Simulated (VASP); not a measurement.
Si3C, 4 atoms in the cell. Symmetry: R3m, No. 160, trigonal system. Conventional cell: a = 3.517 Å, b = 3.517 Å, c = 17.232 Å, α = 90.00°, β = 90.00°, γ = 120.00°. C (site symmetry 3m) has 4 Si at 2.15 Å as nearest neighbours. Si (site symmetry 3m) is surrounded by 4 Si at 2.15 Å. Around Si (site symmetry 3m) lie 1 C at 2.15 Å and 3 Si at 2.15 Å. Si (site symmetry 3m) is surrounded by 3 C at 2.15 Å and 1 Si at 2.15 Å. The cell comes from a database or a generator and needn't be the stable form of this composition.

| Item | Value |
| --- | --- |
| Program | VASP 6.6.1 |
| Task | band structure |
| Functional | PBEsol |
| Potentials or basis | VASP PAW PBE potentials, release 64 (C, Si) |
| Cutoff | 520 eV |
| k mesh | 8 × 8 × 8 |
| Occupations | gaussian, width 0.02 eV |
| Spin | no spin polarisation |
| Further INCAR settings | ALGO = Fast; EDIFF = 1e-06 |

Potentials or basis: VASP PAW PBE potentials, release 64 (C, Si).

Command:

```sh
$ cat potpaw_PBE.64/C/POTCAR potpaw_PBE.64/Si/POTCAR > POTCAR
$ mpirun -np 1 vasp_std > vasp.out
```

Hardware: 1 thread of Intel(R) Xeon(R) Platinum 8488C (Sapphire Rapids), on a shared host.

Task: How long does it take, and how much memory?

Result: Wall time 58 s on 1 thread of Intel(R) Xeon(R) Platinum 8488C (Sapphire Rapids), with other jobs on the host, peak memory 0.23 GiB. Counts: scf iterations 41, k points 65.
